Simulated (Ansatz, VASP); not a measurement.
# Cross-check of SiC214 between VASP and Ansatz

Wanted: the spread between two codes on one cell, functional and k mesh. The cell is taken from a series of runs on this material, whose earlier steps may have relaxed, scaled, displaced or heated it; both programs get it as it stands.

Calculated with Ansatz 0.2.0; plane waves, with VASP 6.6.1 beside it; LDA.

### 1. Starting point

The cell holds 215 atoms: 214 C and 1 Si. Cell: a = 10.595 Å, b = 10.595 Å, c = 10.595 Å, α = 90.0°, β = 90.0°, γ = 90.0°. It derives from C (C (Fd-3m)). Nearest the centre at fractional (0.458, 0.458, 0.542): Si215 at 0.00 Å, C110 at 1.96 Å, C109 at 1.96 Å, C108 at 1.96 Å, C113 at 1.96 Å, C112 at 1.96 Å, C105 at 1.96 Å, C40 at 2.66 Å. The cell carries charge −1.

### 2. Ansatz: single point, LDA

Ansatz runs on its default PAW (the set named soft_2) files.

With cell and atoms fixed, the geometry can't cause a difference; cores, projectors, grids and the points listed under the comparison can.

Input file input.yaml:

```yaml
crystal:
  lattice:
    - [10.59520894, 0.0, 0.0]
    - [0.0, 10.59520894, 0.0]
    - [0.0, 0.0, 10.59520894]
  atoms:
    - { symbol: C, position: [-0.00019886, -0.00019886, 0.16655838] }
    - { symbol: C, position: [0.000442284, 0.166757908, -0.000442284] }
    - { symbol: C, position: [0.166757908, 0.000442284, -0.000442284] }
    - { symbol: C, position: [0.166575475, 0.166575475, 0.165726231] }
    - { symbol: C, position: [0.083262268, 0.083262268, 0.249519629] }
    - { symbol: C, position: [0.083602346, 0.250128912, 0.082467028] }
    - { symbol: C, position: [0.250128912, 0.083602346, 0.082467028] }
    - { symbol: C, position: [0.249585367, 0.249585367, 0.248864392] }
    - { symbol: C, position: [6.567e-05, 6.567e-05, 0.499835733] }
    - { symbol: C, position: [-0.000104233, 0.166245518, 0.332968984] }
    - { symbol: C, position: [0.166245518, -0.000104233, 0.332968984] }
    - { symbol: C, position: [0.167511093, 0.167511093, 0.499094716] }
    - { symbol: C, position: [0.084050909, 0.084050909, 0.582808675] }
    - { symbol: C, position: [0.083144511, 0.249995768, 0.415869857] }
    - { symbol: C, position: [0.249995768, 0.083144511, 0.415869857] }
    - { symbol: C, position: [0.25325867, 0.25325867, 0.580564852] }
    - { symbol: C, position: [0.000442284, 0.000442284, 0.833242092] }
    - { symbol: C, position: [0.001080367, 0.167241277, 0.666303779] }
    - { symbol: C, position: [0.167241277, 0.001080367, 0.666303779] }
    - { symbol: C, position: [0.167672214, 0.167672214, 0.832327786] }
    - { symbol: C, position: [0.083933928, 0.083933928, 0.916066072] }
    - { symbol: C, position: [0.085067572, 0.251129952, 0.748870048] }
    - { symbol: C, position: [0.251129952, 0.085067572, 0.748870048] }
    - { symbol: C, position: [0.251129952, 0.251129952, 0.914932428] }
    - { symbol: C, position: [-0.000347742, 0.333160925, 0.165896129] }
    - { symbol: C, position: [6.567e-05, 0.500164267, -6.567e-05] }
    - { symbol: C, position: [0.167241277, 0.333696221, -0.001080367] }
    - { symbol: C, position: [0.165384454, 0.500116792, 0.165423583] }
    - { symbol: C, position: [0.082085882, 0.416546243, 0.248721112] }
    - { symbol: C, position: [0.082559188, 0.583501912, 0.082989701] }
    - { symbol: C, position: [0.249867527, 0.416800826, 0.082641508] }
    - { symbol: C, position: [0.247819222, 0.583491068, 0.248014799] }
    - { symbol: C, position: [0.000239562, 0.333393318, 0.499738931] }
    - { symbol: C, position: [-0.000696186, 0.49986186, 0.333204481] }
    - { symbol: C, position: [0.16467788, 0.333171839, 0.331155259] }
    - { symbol: C, position: [0.166369017, 0.500522716, 0.499477284] }
    - { symbol: C, position: [0.083889393, 0.417281472, 0.582718528] }
    - { symbol: C, position: [0.082685606, 0.5835298, 0.4164702] }
    - { symbol: C, position: [0.247566711, 0.416079894, 0.412857408] }
    - { symbol: C, position: [0.247566711, 0.587142592, 0.583920106] }
    - { symbol: C, position: [0.001080367, 0.333696221, 0.832758723] }
    - { symbol: C, position: [0.000239562, 0.500261069, 0.666606682] }
    - { symbol: C, position: [0.169120778, 0.335182067, 0.664817933] }
    - { symbol: C, position: [0.167511093, 0.500905284, 0.832488907] }
    - { symbol: C, position: [0.084050909, 0.417191325, 0.915949091] }
    - { symbol: C, position: [0.083144511, 0.584130143, 0.750004232] }
    - { symbol: C, position: [0.25325867, 0.419435148, 0.74674133] }
    - { symbol: C, position: [0.249995768, 0.584130143, 0.916855489] }
    - { symbol: C, position: [-0.000870383, 0.666533712, 0.166939938] }
    - { symbol: C, position: [-0.00019886, 0.83344162, 0.00019886] }
    - { symbol: C, position: [0.166245518, 0.667031016, 0.000104233] }
    - { symbol: C, position: [0.166182858, 0.833400727, 0.166599273] }
    - { symbol: C, position: [0.082389576, 0.75008741, 0.24991259] }
    - { symbol: C, position: [0.083221288, 0.91686161, 0.08313839] }
    - { symbol: C, position: [0.249632231, 0.750417405, 0.083233231] }
    - { symbol: C, position: [0.249632231, 0.916766769, 0.249582595] }
    - { symbol: C, position: [-0.000696186, 0.666795519, 0.50013814] }
    - { symbol: C, position: [-0.000870383, 0.833060062, 0.333466288] }
    - { symbol: C, position: [0.16552777, 0.667077885, 0.332922115] }
    - { symbol: C, position: [0.165384454, 0.834576417, 0.499883208] }
    - { symbol: C, position: [0.082085882, 0.751278888, 0.583453757] }
    - { symbol: C, position: [0.082559188, 0.917010299, 0.416498088] }
    - { symbol: C, position: [0.247819222, 0.751985201, 0.416508932] }
    - { symbol: C, position: [0.249867527, 0.917358492, 0.583199174] }
    - { symbol: C, position: [-0.000104233, 0.667031016, 0.833754482] }
    - { symbol: C, position: [-0.000347742, 0.834103871, 0.666839075] }
    - { symbol: C, position: [0.16467788, 0.668844741, 0.666828161] }
    - { symbol: C, position: [0.166575475, 0.834273769, 0.833424525] }
[... 15 lines left out ...]
    - { symbol: C, position: [0.49986186, -0.000696186, 0.333204481] }
    - { symbol: C, position: [0.500522716, 0.166369017, 0.499477284] }
    - { symbol: C, position: [0.417281472, 0.083889393, 0.582718528] }
    - { symbol: C, position: [0.416079894, 0.247566711, 0.412857408] }
    - { symbol: C, position: [0.5835298, 0.082685606, 0.4164702] }
    - { symbol: C, position: [0.587142592, 0.247566711, 0.583920106] }
    - { symbol: C, position: [0.333696221, 0.001080367, 0.832758723] }
    - { symbol: C, position: [0.335182067, 0.169120778, 0.664817933] }
    - { symbol: C, position: [0.500261069, 0.000239562, 0.666606682] }
    - { symbol: C, position: [0.500905284, 0.167511093, 0.832488907] }
    - { symbol: C, position: [0.417191325, 0.084050909, 0.915949091] }
    - { symbol: C, position: [0.419435148, 0.25325867, 0.74674133] }
    - { symbol: C, position: [0.584130143, 0.083144511, 0.750004232] }
    - { symbol: C, position: [0.584130143, 0.249995768, 0.916855489] }
    - { symbol: C, position: [0.333132827, 0.333132827, 0.166023172] }
    - { symbol: C, position: [0.333393318, 0.500261069, -0.000239562] }
    - { symbol: C, position: [0.500261069, 0.333393318, -0.000239562] }
    - { symbol: C, position: [0.499381337, 0.499381337, 0.167225971] }
    - { symbol: C, position: [0.416140183, 0.416140183, 0.24970612] }
    - { symbol: C, position: [0.416402337, 0.583269797, 0.083577714] }
    - { symbol: C, position: [0.583269797, 0.416402337, 0.083577714] }
    - { symbol: C, position: [0.581480074, 0.581480074, 0.252458937] }
    - { symbol: C, position: [0.332961002, 0.332961002, 0.489862118] }
    - { symbol: C, position: [0.329521331, 0.500584034, 0.330903895] }
    - { symbol: C, position: [0.500584034, 0.329521331, 0.330903895] }
    - { symbol: Si, position: [0.458326239, 0.458326239, 0.541673761] }
    - { symbol: C, position: [0.406526978, 0.583702225, 0.416297775] }
    - { symbol: C, position: [0.583702225, 0.406526978, 0.416297775] }
    - { symbol: C, position: [0.583702225, 0.583702225, 0.593473022] }
    - { symbol: C, position: [0.335182067, 0.335182067, 0.830879222] }
    - { symbol: C, position: [0.332961002, 0.510137882, 0.667038998] }
    - { symbol: C, position: [0.510137882, 0.332961002, 0.667038998] }
    - { symbol: C, position: [0.500522716, 0.500522716, 0.833630983] }
    - { symbol: C, position: [0.417281472, 0.417281472, 0.916110607] }
    - { symbol: C, position: [0.416079894, 0.587142592, 0.752433289] }
    - { symbol: C, position: [0.587142592, 0.416079894, 0.752433289] }
    - { symbol: C, position: [0.5835298, 0.5835298, 0.917314394] }
    - { symbol: C, position: [0.332533568, 0.666667661, 0.166481714] }
    - { symbol: C, position: [0.333160925, 0.834103871, 0.000347742] }
    - { symbol: C, position: [0.49986186, 0.666795519, 0.000696186] }
    - { symbol: C, position: [0.499471329, 0.832611521, 0.167388479] }
    - { symbol: C, position: [0.415758144, 0.749152635, 0.250847365] }
    - { symbol: C, position: [0.416498897, 0.916596845, 0.083403155] }
    - { symbol: C, position: [0.582966488, 0.749421148, 0.084418434] }
    - { symbol: C, position: [0.582966488, 0.915581566, 0.250578852] }
    - { symbol: C, position: [0.329521331, 0.669096105, 0.499415966] }
    - { symbol: C, position: [0.332533568, 0.833518286, 0.333332339] }
    - { symbol: C, position: [0.497228941, 0.663405872, 0.336594128] }
    - { symbol: C, position: [0.499381337, 0.832774029, 0.500618663] }
    - { symbol: C, position: [0.416140183, 0.75029388, 0.583859817] }
    - { symbol: C, position: [0.416402337, 0.916422286, 0.416730203] }
    - { symbol: C, position: [0.581480074, 0.747541063, 0.418519926] }
    - { symbol: C, position: [0.583269797, 0.916422286, 0.583597663] }
    - { symbol: C, position: [0.333171839, 0.668844741, 0.83532212] }
    - { symbol: C, position: [0.333132827, 0.833976828, 0.666867173] }
    - { symbol: C, position: [0.500584034, 0.669096105, 0.670478669] }
    - { symbol: C, position: [0.500116792, 0.834576417, 0.834615546] }
    - { symbol: C, position: [0.416546243, 0.751278888, 0.917914118] }
    - { symbol: C, position: [0.416800826, 0.917358492, 0.750132473] }
    - { symbol: C, position: [0.583491068, 0.751985201, 0.752180778] }
    - { symbol: C, position: [0.583501912, 0.917010299, 0.917440812] }
    - { symbol: C, position: [0.666533712, -0.000870383, 0.166939938] }
    - { symbol: C, position: [0.667031016, 0.166245518, 0.000104233] }
    - { symbol: C, position: [0.83344162, -0.00019886, 0.00019886] }
    - { symbol: C, position: [0.833400727, 0.166182858, 0.166599273] }
    - { symbol: C, position: [0.75008741, 0.082389576, 0.24991259] }
    - { symbol: C, position: [0.750417405, 0.249632231, 0.083233231] }
    - { symbol: C, position: [0.91686161, 0.083221288, 0.08313839] }
    - { symbol: C, position: [0.916766769, 0.249632231, 0.249582595] }
    - { symbol: C, position: [0.666795519, -0.000696186, 0.50013814] }
    - { symbol: C, position: [0.667077885, 0.16552777, 0.332922115] }
    - { symbol: C, position: [0.833060062, -0.000870383, 0.333466288] }
    - { symbol: C, position: [0.834576417, 0.165384454, 0.499883208] }
    - { symbol: C, position: [0.751278888, 0.082085882, 0.583453757] }
    - { symbol: C, position: [0.751985201, 0.247819222, 0.416508932] }
    - { symbol: C, position: [0.917010299, 0.082559188, 0.416498088] }
    - { symbol: C, position: [0.917358492, 0.249867527, 0.583199174] }
    - { symbol: C, position: [0.667031016, -0.000104233, 0.833754482] }
    - { symbol: C, position: [0.668844741, 0.16467788, 0.666828161] }
    - { symbol: C, position: [0.834103871, -0.000347742, 0.666839075] }
    - { symbol: C, position: [0.834273769, 0.166575475, 0.833424525] }
    - { symbol: C, position: [0.750480371, 0.083262268, 0.916737732] }
    - { symbol: C, position: [0.751135608, 0.249585367, 0.750414633] }
    - { symbol: C, position: [0.917532972, 0.083602346, 0.749871088] }
    - { symbol: C, position: [0.917532972, 0.250128912, 0.916397654] }
    - { symbol: C, position: [0.666667661, 0.332533568, 0.166481714] }
    - { symbol: C, position: [0.666795519, 0.49986186, 0.000696186] }
    - { symbol: C, position: [0.834103871, 0.333160925, 0.000347742] }
    - { symbol: C, position: [0.832611521, 0.499471329, 0.167388479] }
    - { symbol: C, position: [0.749152635, 0.415758144, 0.250847365] }
    - { symbol: C, position: [0.749421148, 0.582966488, 0.084418434] }
    - { symbol: C, position: [0.916596845, 0.416498897, 0.083403155] }
    - { symbol: C, position: [0.915581566, 0.582966488, 0.250578852] }
    - { symbol: C, position: [0.669096105, 0.329521331, 0.499415966] }
    - { symbol: C, position: [0.663405872, 0.497228941, 0.336594128] }
    - { symbol: C, position: [0.833518286, 0.332533568, 0.333332339] }
    - { symbol: C, position: [0.832774029, 0.499381337, 0.500618663] }
    - { symbol: C, position: [0.75029388, 0.416140183, 0.583859817] }
    - { symbol: C, position: [0.747541063, 0.581480074, 0.418519926] }
    - { symbol: C, position: [0.916422286, 0.416402337, 0.416730203] }
    - { symbol: C, position: [0.916422286, 0.583269797, 0.583597663] }
    - { symbol: C, position: [0.668844741, 0.333171839, 0.83532212] }
    - { symbol: C, position: [0.669096105, 0.500584034, 0.670478669] }
    - { symbol: C, position: [0.833976828, 0.333132827, 0.666867173] }
    - { symbol: C, position: [0.834576417, 0.500116792, 0.834615546] }
    - { symbol: C, position: [0.751278888, 0.416546243, 0.917914118] }
    - { symbol: C, position: [0.751985201, 0.583491068, 0.752180778] }
    - { symbol: C, position: [0.917358492, 0.416800826, 0.750132473] }
    - { symbol: C, position: [0.917010299, 0.583501912, 0.917440812] }
    - { symbol: C, position: [0.665532199, 0.665532199, 0.168405689] }
    - { symbol: C, position: [0.666533712, 0.833060062, 0.000870383] }
    - { symbol: C, position: [0.833060062, 0.666533712, 0.000870383] }
    - { symbol: C, position: [0.832727998, 0.832727998, 0.167272002] }
    - { symbol: C, position: [0.748989041, 0.748989041, 0.251010959] }
    - { symbol: C, position: [0.749904664, 0.916220378, 0.083779622] }
    - { symbol: C, position: [0.916220378, 0.749904664, 0.083779622] }
    - { symbol: C, position: [0.916220378, 0.916220378, 0.250095336] }
    - { symbol: C, position: [0.663405872, 0.663405872, 0.502771059] }
    - { symbol: C, position: [0.665532199, 0.831594311, 0.334467801] }
    - { symbol: C, position: [0.831594311, 0.665532199, 0.334467801] }
    - { symbol: C, position: [0.832611521, 0.832611521, 0.500528671] }
    - { symbol: C, position: [0.749152635, 0.749152635, 0.584241856] }
    - { symbol: C, position: [0.749421148, 0.915581566, 0.417033512] }
    - { symbol: C, position: [0.915581566, 0.749421148, 0.417033512] }
    - { symbol: C, position: [0.916596845, 0.916596845, 0.583501103] }
    - { symbol: C, position: [0.667077885, 0.667077885, 0.83447223] }
    - { symbol: C, position: [0.666667661, 0.833518286, 0.667466432] }
    - { symbol: C, position: [0.833518286, 0.666667661, 0.667466432] }
    - { symbol: C, position: [0.833400727, 0.833400727, 0.833817142] }
    - { symbol: C, position: [0.75008741, 0.75008741, 0.917610424] }
    - { symbol: C, position: [0.750417405, 0.916766769, 0.750367769] }
    - { symbol: C, position: [0.916766769, 0.750417405, 0.750367769] }
    - { symbol: C, position: [0.91686161, 0.91686161, 0.916778712] }
total_charge: -1
basis:
  ecutwfc: 420
  xc_grid: 2
hamiltonian:
  xc: lda
kpoints:
  mp_grid: { grid: [1, 1, 1] }
magnetization:
  spin_polarized: true
  initial_magnetization: 1
  spin_locking: { lock_magnetization: hard }
scf:
  occupations: { method: fermi_dirac, width: 0.01 }
  max_iter: 120
  n_extra_bands: 20
  lower_state_search: "off"
output:
  forces: true
  eigenvalues: true
  eigenstates: { localisation: true }
checkpoint:
  write: "../ground.run"
  compress: false
  write_wavefunctions: true
  write_every: 100000
```

Launch:

```sh
ansatz run input.yaml --threads 32 --pin off --max-ram 84787MiB --backend cuda --events-out ev --progress --plain --runs-dir out --max-vram 78GiB
```

Numbers of over 12 decimals in the logs are rounded to 6 here.

What it wrote:

```text
Warning: the atoms were moved onto the symmetric positions of the space group found under crystal.symmetry.tolerance 1.0e-5 (fractional; no operation is sought that the atoms, as they stand in a round, miss by more than twice it, and no atom is moved by as much as it), and the run uses the moved positions. Before a round's move an operation carried an atom to 1.91e-4 Å from where it should land, the largest such dist
Warning: the band count 451 (scf.n_extra_bands) hosts the net moment |M| = 1.0000 μB (N_el = 861) but caps the reachable moment at 2·n_bands − N_el = 41.0000 μB, below the 646 bands that the automatic rule leaves for it — a moment growing past the seed, or the majority channel's smearing tail, pins there with fewer empty majority states than that count leaves; raise or omit scf.n_extra_bands unless the cap is intende
scf.n_extra_bands = 20 over 431 filled bands (N_el = 861.0): the run solves 451 bands
Engine: ansatz 0.2.0, aarch64-unknown-linux-gnu
Pseudopotentials: kind: paw
Pseudopotential: C, paw, valence charge 4, recommended cutoff 420 eV (normal), C.paw.azcp
Pseudopotential: Si, paw, valence charge 4, recommended cutoff 420 eV (normal), Si.paw.azcp
Functional definition: SPW92
  exchange = slater_x
  correlation = pw_c
device memory: the entry about to start is reckoned to put 7.7 GiB on a device that reports 143.8 GiB free (of which the cap on the GPU budget leaves the run 78.0 GiB)
GPU FFT provider: cuFFT
GPU libraries: cuBLAS 13.8.1, cuFFT 12.4.0, cuSOLVER 12.3.2
GPU matrix products: emulated (plane waves: as basis.precision tells), large ones in fixed point in workspaces of 1.00 GiB
Crystal: 215 atoms, lattice volume = 1189.402 Å³
Basis set: ecut = 420 eV, 23127 PW (Γ), exchange–correlation on 144×144×144 points (8 copies of the dense FFT grid, shifted against one another)
Bands: 451, of which v1, the nominal top of the filled ones, is band 431 counted from 1 (430 counted from 0)
Symmetry: 12 space group operations
Space group: R-3m (ITA 166), of the structure as read, at distance tolerance 1.1e-4 Å
Magnetic group: BNS 166.97 (UNI 1327), of the structure as read, at distance tolerance 1.1e-4 Å
k-points: 1
Non-local potential: C, projectors of the file, l = 0: 2, l = 1: 2, l = 2: 1
Non-local potential: Si, projectors of the file, l = 0: 2, l = 1: 2, l = 2: 2
PAW form: soft (Blöchl's): semilocal exchange-correlation on the pseudo side does not see the compensation charge
PAW frozen core: C, regenerated for the run's functional, and the local potential with it (the file was generated under x = pbe(κ = 0.804, μ = 0.219515), c = pbe(β = 0.066725))
[...]
SCF iter  11: F=—  HF=-52587.343850 eV  |Δ(HF+E_count)|=   7.62e-4  Δρ=3.93e-6 (↑3.93e-6 ↓3.87e-6)  dr2=2.47e-6  dr2_m=1.29e-9  M=1.000 μB ∫|m|=1.047 μB  Hψ=1444
SCF iter  12: F=—  HF=-52587.343849 eV  |Δ(HF+E_count)|=   6.06e-7  Δρ=1.43e-6 (↑1.43e-6 ↓1.41e-6)  dr2=2.57e-7  dr2_m=9.67e-11  M=1.000 μB ∫|m|=1.047 μB  Hψ=1520
SCF iter  13: F=-52587.343849 eV  HF=-52587.343849 eV  |Δ(HF+E_count)|=   5.83e-8  Δρ=5.37e-7 (↑5.37e-7 ↓5.36e-7)  dr2=4.16e-8  dr2_m=2.67e-11  M=1.000 μB ∫|m|=1.047 μB  Hψ=4826
SCF 1 converged in 13 iterations: F = -52587.343849 eV  dr2 = 4.16e-8
[...]
SCF converged after 13 iterations
Stability checked in part: among states of this total moment the steps that led to this state did not find it unstable. No probe was made; neither looks for a lower state of another moment (fixed_total_moment; see scf.lower_state_search)
Magnetization: 1.0000 μB (431.0000 up, 430.0000 down)
Absolute magnetization: 1.0491 μB (∫|ρ↑−ρ↓|, with the PAW one-centre terms)
Spin contamination: 0.0005 ħ² per cell (⟨S²⟩ above its minimum at these occupations)
Per-site moments (μB) at R_I (Å): [(0.000744269, 0.630277), (0.000470544, 0.629420), (0.000470544, 0.629420), (0.00103375, 0.628705), (0.00054172, 0.630325), (0.000271486, 0.629420), (0.000271486, 0.629420), (0.000104172, 0.628705), (0.00104201
Free energy (F): -52587.343849 eV
Harris-Foulkes:  -52587.343849 eV  (|F-HF|=3.58e-8)
Internal energy: -52587.329986 eV  (E = F + TS)
E sigma→0 (E₀):  -52587.336918 eV
Entropy (-TS):   -0.013863 eV (-0.064 meV/atom)
Fermi energy:    14.644398 (↑ 16.121749, ↓ 14.644398) eV
--- Per-component energies (eV) ---
  E_band       = 3901.823957
  E_kinetic    = 20050.000064
  E_local      = -13303.796589  (includes V_loc(G=0)·N_el)
  E_nonlocal   = 6000.803241
  E_hartree    = 2909.042584
  E_xc         = -10474.113276
  E_vxc        = -13020.684663  (∫ρ·V_xc dr)
  E_paw        = -20146.769317  (= ΣΔE_a)
  E_vpaw       = -1642.583672  (= ΣTr[D̂ρ^β])
  E_aug_tail   = 0.001867  (compensation charges beyond the density's cutoff)
  E_ewald      = -37636.029048
  E_core_change = 13.530487  (= ΣΔE_core)
  E_smearing   = -0.013863  (= −TS)
  E_closure    = -0.000000  (closes the sum)
  E_deformation_potential = -22.219276  (in the stress; not in F)
  Σ components = -52587.343849   (vs F -52587.343849, Δ=0.00e0)
--- Forces (eV/Å), atoms counted from 1 ---
  atom   1  C     -0.00010389    -0.00010389    -0.00031186
  atom   2  C     -0.00018441    -0.00037033     0.00018441
  atom   3  C     -0.00037033    -0.00018441     0.00018441
  atom   4  C     -0.00058503    -0.00058503     0.00035833
  atom   5  C     -0.00004263    -0.00004263     0.00000675
  atom   6  C      0.00016539    -0.00036030     0.00023430
  [... 209 more lines of this table ...]
  max |Σ_I F_I| component: 1.07e-17 eV/Å
--- Band table (eV) ---
  k-point 0 ↑: bands = ["-8.1712", "-7.1686", "-7.1686", "-7.1603", "-7.1603", "-7.0845", "-6.9761", "-6.1679", "-6.1333", "-6.1333", "-6.1298", "-6.1298", "-6.1276", "-6.1276", "-6.0748", "-6.0539", 
  k-point 0 ↓: bands = ["-8.1677", "-7.1662", "-7.1662", "-7.1556", "-7.1556", "-7.0820", "-6.9693", "-6.1644", "-6.1308", "-6.1308", "-6.1270", "-6.1270", "-6.1228", "-6.1228", "-6.0721", "-6.0470",
```

[end of part 1 of 2]

[Lines on the potential files, build, host, timing and source positions are cut from VASP's logs without a mark.]

[Logs are printed without paths, hosts, clocks, repeated set-up lines and the standing remarks that a program may print on its own settings, such as how far it seeks lower states.]

[Hosts, paths, dates, database ids (printed as entryN), source tags and the programs' standing remarks are cut or masked in the printed files.]
